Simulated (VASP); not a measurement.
Write the native input for VASP 6.6.1 that does the following.

| Property | Result |
| --- | --- |
| Task | single point |
| Functional | HSE06 |
| Potentials or basis | VASP PAW PBE potentials, release 64 (Mo_sv, Ge_d) |
| Cutoff | 350 eV |
| k mesh | 2 × 2 × 2 |
| Occupations | gaussian, width 0.03 eV |
| Spin | collinear spin, ferromagnetic start |
| Starting moments | [2.0, 0.0, 0.0, 0.0, 0.0, 0.0, 0.0, 0.0, 0.0, 0.0, 0.0, 0.0, 0.0, 0.0, 0.0, 0.0, 0.0, 0.0, 0.0, 0.0, 0.0, 0.0, 0.0, 0.0] μB |
| Fixed moment | 2 μB |
| Dq | 0 |
| Grid for exact exchange (PRECFOCK) | Fast |
| Screening parameter | 0.2 1/A |
| Further INCAR settings | LREAL = Auto; ALGO = Damped; EDIFF = 0.0001; ISYM = -1 |

Crystal: Ge23Mo (a cell with a defect).

```xyz
24
Lattice="0.0000 8.4863 8.4863 5.6575 0.0000 5.6575 5.6575 5.6575 0.0000" Properties=species:S:1:pos:R:3 pbc="T T T"
Mo    0.0342    8.4370    8.4230
Ge    8.4832    2.8440    5.6582
Ge    2.8193    0.0222    2.8204
Ge    5.6482    2.8371    2.8216
Ge    0.0125    2.8361    2.8329
Ge    8.4644    5.6729    8.5014
Ge    8.4646    8.5045    5.6656
Ge    5.6712    5.6451    5.6434
Ge   11.2917   11.3270   11.3215
Ge    8.5168    8.4938   11.2913
Ge    2.8629    5.6328    8.4937
Ge    5.6564    8.4926    8.4882
Ge    1.4055    1.4269    1.4017
Ge    4.2213    4.2670    1.4274
Ge    4.2200    1.4384    4.2495
Ge    7.0845    4.2409    4.2207
Ge    1.3930    4.2594    4.2546
Ge    4.2655    7.0652    4.2294
Ge    4.2643    4.2286    7.0614
Ge    7.0597    7.0764    7.0697
Ge    1.4976    7.0200    7.0217
Ge    4.2397    9.9077    7.0816
Ge    4.2386    7.0885    9.9039
Ge    7.0736    9.9044    9.9022
```

The input as run:

POSCAR

```
Ge23Mo                                  
1.0
    0.0000000000      8.4863100000      8.4863100000
    5.6575400000      0.0000000000      5.6575400000
    5.6575400000      5.6575400000      0.0000000000
  Mo              Ge            
     1    23
Direct
     0.9913479488936763    0.0017854882720243    0.0042680253908983
     0.0011164155153943    0.9984334096844236    0.5010097170383871
     0.0013735573704476    0.4964635937384478    0.0018681285098418
     0.0006235593671672    0.4977970103612196    0.5005455286547270
     0.3332728276094090    0.0008163704069588    0.0013862519866281
     0.3364173913106913    0.9980375750410720    0.4980937105826891
     0.3361594741945038    0.4971913456367777    0.9989792322965769
     0.3309632110020637    0.5010610153185244    0.5013509292768831
     0.6691255741561255    0.9974467178734583    0.9984181492503353
     0.6639073044408395    0.9999315092729238    0.5054654325757056
     0.6636348757143025    0.5058563536563864    0.0001834755332874
     0.6672150339287168    0.4995082745983119    0.5002817942618153
     0.0838460614502595    0.1219932274923628    0.1264399288185610
     0.0867922855560452    0.1221069050015236    0.6240235730733645
     0.0864835014510838    0.6213981085237279    0.1245119132880652
     0.0811386625863114    0.6243186934497958    0.6278992341156758
     0.4195541674701779    0.1226844516081336    0.1235368621261165
     0.4141429228308797    0.1263469217098867    0.6275944752550390
     0.4139431942819009    0.6272308637803169    0.1265117449229113
     0.4175165245237519    0.6233318585190745    0.6245135923779062
     0.7390804666784130    0.1325036324228420    0.1322084488141794
     0.7511829712415397    0.1249305263293920    0.6244658328192261
     0.7514312545863653    0.6234114556230104    0.1257831311150971
     0.7502058138399302    0.6249496916794012    0.6253518879160725
```

INCAR.step1

```
PREC = Accurate
ENCUT = 350
EDIFF = 1E-5
ISMEAR = 0
SIGMA = 0.03
LREAL = Auto
LASPH = T
NELM = 70
ALGO = Normal
ISIF = 2
LWAVE = T
LCHARG = F
ISPIN = 2
MAGMOM = 2 0 0 0 0 0 0 0 0 0 0 0 0 0 0 0 0 0 0 0 0 0 0 0
LORBIT = 11
NUPDOWN = 2
LMAXMIX = 4
ISYM = -1
TIME = 0.4
NKRED = 2
GGA = PE
KPAR = 2
```

INCAR.step2

```
PREC = Accurate
ENCUT = 350
EDIFF = 1E-4
ISMEAR = 0
SIGMA = 0.03
LREAL = Auto
LASPH = T
NELM = 70
ALGO = Damped
ISIF = 2
LWAVE = F
LCHARG = F
ISPIN = 2
MAGMOM = 2 0 0 0 0 0 0 0 0 0 0 0 0 0 0 0 0 0 0 0 0 0 0 0
LORBIT = 11
NUPDOWN = 2
LMAXMIX = 4
GGA = PE
LHFCALC = T
HFSCREEN = 0.2
PRECFOCK = Fast
ISYM = -1
TIME = 0.4
NKRED = 2
ISTART = 1
KPAR = 2
```

KPOINTS

```
Automatic mesh
0
Gamma
  2 2 2
```

Potentials or basis: VASP PAW PBE potentials, release 64 (Mo_sv, Ge_d).

Command:

```bash
$ cat potpaw_PBE.64/Mo_sv/POTCAR potpaw_PBE.64/Ge_d/POTCAR > POTCAR
$ cp INCAR.step1 INCAR
$ mpirun -np 4 vasp_std > vasp.out
$ cp INCAR.step2 INCAR
$ mpirun -np 4 vasp_std > vasp.out
```

It gave:

```
Largest force                                         : 0.138 eV/Å
Net moment                                            : 2.00 μB per cell
Site moments                                          : Mo +1.71; Ge +0.02, +0.01, -0.00, -0.03, +0.00, -0.04 μB
Valence electrons inside the program's atomic spheres : Mo 12.45; Ge 12.43, 12.42, 12.44, 12.48, 12.51
```

Caveat: the k mesh is coarse (spacing up to 0.48 Å⁻¹), so the values aren't converged, least of all with exact exchange; the PAW data sets were made with another functional, which shifts forces and pressure a little; the total moment is fixed, so each spin has its own Fermi level.

Run time: 87 min on 4 MPI ranks on Intel(R) Xeon(R) Platinum 8259CL CPU @ 2.50GHz (Skylake/Cascade Lake) (shared host), peak memory 1.4 GiB a rank.
